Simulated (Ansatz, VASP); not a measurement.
**One calculation of GaGe3, two programs**

Contents of INCAR:

```
PREC = Accurate
ENCUT = 520
EDIFF = 1E-7
ISMEAR = -1
SIGMA = 0.05
LREAL = False
LASPH = True
NELM = 80
ALGO = Normal
ISIF = 2
LWAVE = False
LCHARG = False
GGA = PE
NBANDS = 36
```

KPOINTS

```
regular mesh
0
Gamma
  7 7 7
```

File POSCAR:

```
GaGe3
1.0
    0.0000000000      3.3871670000      3.3871670000
    3.3871670000      0.0000000000      3.3871670000
    3.3871670000      3.3871670000      0.0000000000
Ge Ga
3 1
Direct
    0.5000000000      0.5000000000      0.5000000000
    0.7500000000      0.7500000000      0.7500000000
    0.2500000000      0.2500000000      0.2500000000
    0.0000000000      0.0000000000      0.0000000000
```

The input input.yaml:

```yaml
crystal:
  lattice:
    - [0.0, 3.387167, 3.387167]
    - [3.387167, 0.0, 3.387167]
    - [3.387167, 3.387167, 0.0]
  atoms:
    - { symbol: Ge, position: [0.5, 0.5, 0.5] }
    - { symbol: Ge, position: [0.75, 0.75, 0.75] }
    - { symbol: Ge, position: [0.25, 0.25, 0.25] }
    - { symbol: Ga, position: [0.0, 0.0, 0.0] }
kpoints:
  mp_grid: { grid: [7, 7, 7] }
  band_path:
    path:
      - [0.0, 0.0, 0.0]
      - [0.5, 0.0, 0.5]
      - [0.5, 0.25, 0.75]
      - [0.375, 0.375, 0.75]
      - [0.0, 0.0, 0.0]
      - [0.5, 0.5, 0.5]
      - [0.625, 0.25, 0.625]
      - [0.5, 0.25, 0.75]
    npoints: 8
scf:
  occupations: { method: fermi_dirac, width: 0.05 }
hamiltonian:
  xc: pbe
  pseudopotentials: { kind: all_electron, lapw: { basis_error: 0.002 } }
output:
  forces: true
  stress: true
  eigenvalues: true
```

Alike in both runs: functional PBE; k mesh 7 × 7 × 7; occupations fermi-dirac, width 0.05 eV; no spin polarisation.

|  | VASP | Ansatz |
| --- | --- | --- |
| version | VASP 6.6.1 | Ansatz 0.2.0 |
| potentials or method | VASP PAW PBE potentials, release 64 (Ge_d, Ga_d) | all-electron LAPW, scalar-relativistic |
| plane-wave cutoff (eV) | 520 | see its input |
| task | single point | band structure |

|  | VASP | Ansatz | Ansatz less VASP |
| --- | --- | --- | --- |
| gap on the k mesh at the Fermi level (eV) | none | none | - |
| pressure (GPa) | -0.5 | -0.5 | +0.01 |

A gap of «none» marks a metal or a gap that the smearing closes. Ansatz ran all-electron here, so the differences hold the error of VASP's frozen core and of both bases.
